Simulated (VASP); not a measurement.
Zn:

```xyz
2
Lattice="2.6200 0.0000 0.0000 -1.3100 2.2690 0.0000 0.0000 0.0000 4.8000" Properties=species:S:1:pos:R:3 pbc="T T T"
Zn    0.0000    1.5127    1.2000
Zn    1.3100    0.7563    3.6000
```

The cell was built by a generator and needn't be a form met in nature.

* Program: VASP 6.6.1
* Task: relaxation of cell and atoms
* Functional: PBE
* Potentials or basis: VASP PAW PBE potentials, release 64 (Zn)
* Cutoff: 600 eV
* k mesh: 18 × 18 × 10
* Occupations: methfessel-paxton, width 0.1 eV
* Spin: no spin polarisation

At the start: pressure 5.2 GPa; volume 14.27 Å³/atom.

Q: Where does the relaxation end?

A: Over 10 steps the energy falls by 19.3 meV/atom and the volume is 15.37 Å³/atom (+7.7 %); space group P6_3/mmc (No. 194, to 0.05 Å).

The path:
| step | energy change (eV) | largest force (eV/Å) | pressure (GPa) | volume (Å³) |
| --- | --- | --- | --- | --- |
| 1 | 0.0000 | 0.0000 | 5.23 | 28.53 |
| 2 | -0.0299 | 0.0000 | -0.26 | 30.50 |
| 3 | -0.0299 | 0.0000 | -0.50 | 30.51 |
| 4 | -0.0346 | 0.0000 | -0.34 | 30.58 |
| 5 | -0.0377 | 0.0000 | 0.33 | 30.74 |
| 6 | -0.0384 | 0.0000 | 0.04 | 30.68 |
| 7 | -0.0385 | 0.0000 | -0.21 | 30.70 |
| 8 | -0.0385 | 0.0000 | 0.16 | 30.70 |
| 9 | -0.0385 | 0.0000 | -0.15 | 30.80 |
| 10 | -0.0385 | 0.0000 | 0.00 | 30.74 |

Final structure:
```
Zn
1.0
     2.63838    0.00000    0.00000
    -1.31919    2.28490    0.00000
     0.00000    0.00000    5.09977
Zn
2
Direct
  0.33333 0.66667 0.25000
  0.66667 0.33333 0.75000
```
